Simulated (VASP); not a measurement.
The system is AlIn2.

```xyz
3
Lattice="3.6150 0.0000 0.0000 0.0000 3.6150 0.0000 0.0000 0.0000 5.2139" Properties=species:S:1:pos:R:3 pbc="T T T"
Al    0.0000    0.0000    0.0000
In    1.8075    1.8075    0.0000
In    1.8075    1.8075    2.6069
```

The cell was built by a generator and needn't be a form met in nature.

```yaml
Program: VASP 6.6.1
Task: relaxation of cell and atoms
Functional: PBE
Potentials_or_basis: VASP PAW PBE potentials, release 64 (Al, In_d)
Cutoff: 520 eV
k_mesh: 6 × 6 × 4
Occupations: gaussian, width 0.15 eV
Spin: no spin polarisation
```

At the start: pressure 19.2 GPa; volume 22.71 Å³/atom.

Where does the relaxation end?

Over 8 steps the energy falls by 370.4 meV/atom and the volume is 31.24 Å³/atom (+37.6 %); space group P4/mmm (No. 123, to 0.05 Å).

The path:
```csv
step,energy change (eV),largest force (eV/Å),pressure (GPa),volume (Å³)
1,0.0000,0.0000,19.15,68.14
2,-1.0810,0.0000,-1.30,98.55
3,-1.1060,0.0000,0.62,92.47
4,-1.1047,0.0000,-1.25,94.50
5,-1.1063,0.0000,0.58,93.19
6,-1.1059,0.0000,-0.17,93.84
7,-1.1104,0.0000,-0.25,93.78
8,-1.1112,0.0000,-0.01,93.73
```

Final structure:
```yaml
crystal:
  lattice:
    - [3.96935, 0.00000, 0.00000]
    - [0.00000, 3.96935, 0.00000]
    - [0.00000, 0.00000, 5.94916]
  atoms:
    - { symbol: Al, position: [0.00000, 0.00000, 0.00000] }
    - { symbol: In, position: [0.50000, 0.50000, 0.00000] }
    - { symbol: In, position: [0.50000, 0.50000, 0.50000] }
```

Caveat: the volume moved by over 15 % at a fixed basis, so the end points are rough.
